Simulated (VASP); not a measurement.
Input for VASP

### INCAR
```
# general
SYSTEM  = Te2Mo
PREC    = Accurate
ENCUT   = 400
LREAL   = .False.
LASPH   = .True.   # aspherical one-centre terms

# electronic loop
EDIFF   = 1E-6
NELM    = 100   # most electronic steps
ALGO    = Normal
LMAXMIX = 4   # l cut-off of mixed one-centre charges

# smearing
ISMEAR  = 0
SIGMA   = 0.05

# functional
GGA     = PE   # PBE

# ions
ISIF    = 2

# output
LWAVE   = .False.
LCHARG  = .False.
```

File POSCAR:
```
Te2Mo
1
    0.0000000000     3.3536250000     3.3536250000
    3.3536250000     0.0000000000     3.3536250000
    3.3536250000     3.3536250000     0.0000000000
Mo Te
1 2
Direct
  0.0000000000   0.0000000000   0.0000000000
  0.2500000000   0.2500000000   0.2500000000
  0.7500000000   0.7500000000   0.7500000000
```

KPOINTS:
```
Automatic mesh
0
Gamma
9 9 9
0 0 0
```

POTCAR, in this order: Mo_sv Te (PBE.64 set). Program: vasp_std.

Task: Write an equivalent input for Quantum ESPRESSO's pw.x.

Result: One equivalent input (not run):
```
&CONTROL
  calculation = 'scf'
  pseudo_dir = './pseudo'
  outdir = './out'
  tprnfor = .true.
  tstress = .true.
/
&SYSTEM
  ibrav = 0
  nat = 3
  ntyp = 2
  ecutwfc = 82.3
  occupations = 'smearing'
  smearing = 'gaussian'
  degauss = 0.003675
  input_dft = 'pbe'
/
&ELECTRONS
  conv_thr = 7.3e-08
  electron_maxstep = 100
/
ATOMIC_SPECIES
  Mo 95.950 Mo.upf
  Te 127.600 Te.upf
CELL_PARAMETERS angstrom
     0.0000000    3.3536250    3.3536250
     3.3536250    0.0000000    3.3536250
     3.3536250    3.3536250    0.0000000
ATOMIC_POSITIONS crystal
  Mo   0.0000000  0.0000000  0.0000000
  Te   0.2500000  0.2500000  0.2500000
  Te   0.7500000  0.7500000  0.7500000
K_POINTS automatic
  9 9 9 0 0 0
```
The two are equivalent in intent, not identical: the potentials are each code's own (VASP's PAW set, PseudoDojo norm-conserving files in pw.x), so ENCUT and ecutwfc are chosen apart and not converted; conv_thr bounds pw.x's estimated SCF error, while EDIFF bounds the energy change between steps.

The structure was generated: Te2Mo was put into the fluorite type (Fm-3m), which need not be its known phase. The cell was not relaxed at this level. The run is one of a series of settings (KPOINTS 9×9×9 Γ-centred mesh against the base run), some of them coarse on purpose.
